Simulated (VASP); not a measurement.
A convergence study with VASP on Mo (bcc): one setting is varied, all else stays as given below, so the limit is that of these other settings. The cell's lengths are 1 % over those of the tabulated start, so it is off equilibrium.

```
CELL_PARAMETERS angstrom
     -1.59075     1.59075     1.59075
      1.59075    -1.59075     1.59075
      1.59075     1.59075    -1.59075
ATOMIC_POSITIONS crystal
  Mo 0.00000 0.00000 0.00000
```

Computed with PBEsol GGA, VASP's PBE PAW potentials (set 64) (plane waves; VASP). The tightest run used: 1000 eV cut-off, 18×18×18 Γ-centred mesh, first-order Methfessel-Paxton smearing of 0.10 eV, potentials Mo_sv.

| setting | E (eV/atom) | pressure (GPa) | plane waves |
|---|---|---|---|
| ENCUT = 150 | -8.6248 | -521.57 | 79 |
| ENCUT = 200 | -11.4876 | -89.21 | 116 |
| ENCUT = 250 | -11.7441 | -17.29 | 152 |
| ENCUT = 300 | -11.7539 | -12.52 | 201 |
| ENCUT = 350 | -11.7473 | -13.52 | 250 |
| ENCUT = 400 | -11.7469 | -12.97 | 321 |

Problem. These are the cheaper rows. Estimate the results at ENCUT = 1000, and how far the last row shown lies from them.

Solution. 
| quantity | tightest run | last row shown is off by |
|---|---|---|
| E (eV/atom) | -11.7471 | 0.0002 |
| pressure (GPa) | -12.12 | -0.85 |

Left out are rungs that failed or repeat a setting and relaxations that didn't move; long series are thinned to 24 rows.

The compound is Mo in the bcc structure. The cell was not relaxed at this level.
